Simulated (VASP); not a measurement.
Input:

```
CELL_PARAMETERS angstrom
      0.00000     2.51619     2.51619
      2.51619     0.00000     2.51619
      2.51619     2.51619     0.00000
ATOMIC_POSITIONS crystal
  Zr 0.00000 0.00000 0.00000
  O  0.25000 0.25000 0.25000
  O  0.75000 0.75000 0.75000
```

Method: LDA (Ceperley-Alder, Perdew-Zunger), VASP's LDA PAW potentials (set 64) (plane waves; VASP). Settings: 520 eV cut-off, 7×7×7 Γ-centred mesh, Gaussian smearing of 0.050 eV, potentials Zr_sv O.

### Question
Predict the energy per atom (σ→0).

### Answer

The energy per atom (σ→0) is -1008.8 kJ/mol-atom.

The absolute energy has meaning only against runs of the same code, potentials and settings.

The compound is ZrO2 in the fluorite structure, the high-temperature cubic form, which is unstable at 0 K; the monoclinic form is the stable one. It was relaxed first. The start is the result of an earlier pass.
